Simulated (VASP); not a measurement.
Given:

```yaml
crystal:
  lattice:
    - [2.40261, 0.00000, 0.00000]
    - [0.00000, 2.40261, 0.00000]
    - [0.00000, 0.00000, 2.40261]
  atoms:
    - { symbol: V, position: [0.00000, 0.00000, 0.00000] }
```

The numbers are results of PBEsol GGA, VASP's PBE PAW potentials (set 64) (plane waves; VASP), not measurements. Run with 400 eV cut-off, Gaussian smearing of 0.050 eV, potentials V_sv.

Q: Give the energies of bands 5 to 9 at the high-symmetry points, in eV from the Fermi level.

A: 
```csv
band,Γ,X,M,R
5,-6.48,-2.26,-3.87,-2.14
6,-2.28,-1.45,-0.69,-2.14
7,-2.28,-0.09,2.08,-2.14
8,3.77,1.60,2.08,5.29
9,3.77,1.60,5.17,5.29
```

It has no gap at this level: it comes out as a metal or semimetal.

The structure was generated: V was put into the simple-cubic type (Pm-3m), which need not be its known phase. It was relaxed first, which changed the volume by -10 %. The run is not spin-polarised, so no magnetic state was tried.
